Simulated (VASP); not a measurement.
Here is the system:

```
Cs
1.0
   -3.08912     3.08912     3.08912
    3.08912    -3.08912     3.08912
    3.08912     3.08912    -3.08912
Cs
1
Direct
  0.00000   0.00000   0.00000
```

Level of theory: r2SCAN+rVV10, VASP's PBE PAW potentials (set 64) (plane waves; VASP). Run with 520 eV cut-off, 9×9×9 Γ-centred mesh, tetrahedra with Blöchl corrections, potentials Cs_sv.

Give the energies of bands 5 to 7 at the high-symmetry points, in eV from the Fermi level.

| band | Γ | H | N | P |
|---|---|---|---|---|
| 5 | -1.78 | 0.65 | 0.09 | 0.99 |
| 6 | 2.79 | 0.65 | 0.76 | 0.99 |
| 7 | 2.79 | 3.17 | 1.84 | 0.99 |

It has no gap at this level: it comes out as a metal or semimetal.

The compound is Cs in the bcc structure. It was relaxed first.
